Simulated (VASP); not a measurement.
RuS$_{2}$ (pyrite): the band gap from VASP (plane waves, PAW) at several levels of theory. Gaps are without spin-orbit coupling. Each level names its cell: its own relaxed one, PBE's, or the starting one. A gap is the smallest over the k-mesh and a band path; hybrids may have named points in place of the path, and GW has the mesh alone.

| level | band gap (eV) |
|---|---|
| PBE (own cell) | 0.60 |
| PBEsol (own cell) | 0.50 |

The cell of the PBE (own cell) run:

```yaml
crystal:
  lattice:
    - [5.64174, 0.00000, 0.00000]
    - [0.00000, 5.64174, 0.00000]
    - [0.00000, 0.00000, 5.64174]
  atoms:
    - { symbol: Ru, position: [0.00000, 0.50000, 0.50000] }
    - { symbol: Ru, position: [0.50000, 0.00000, 0.50000] }
    - { symbol: Ru, position: [0.00000, 0.00000, 0.00000] }
    - { symbol: Ru, position: [0.50000, 0.50000, 0.00000] }
    - { symbol: S, position: [0.61300, 0.88700, 0.11300] }
    - { symbol: S, position: [0.11300, 0.61300, 0.88700] }
    - { symbol: S, position: [0.61300, 0.61300, 0.61300] }
    - { symbol: S, position: [0.38700, 0.38700, 0.38700] }
    - { symbol: S, position: [0.88700, 0.11300, 0.61300] }
    - { symbol: S, position: [0.88700, 0.38700, 0.11300] }
    - { symbol: S, position: [0.11300, 0.88700, 0.38700] }
    - { symbol: S, position: [0.38700, 0.11300, 0.88700] }
```

Only levels that ran to the end are used. Left out are those held back, those with too coarse a band path, GW runs whose mesh misses a band edge, hybrids' fits of cells that aren't cubic and levels without matching references; a question may draw on a part of the rest.

The compound is RuS2 in the pyrite structure.
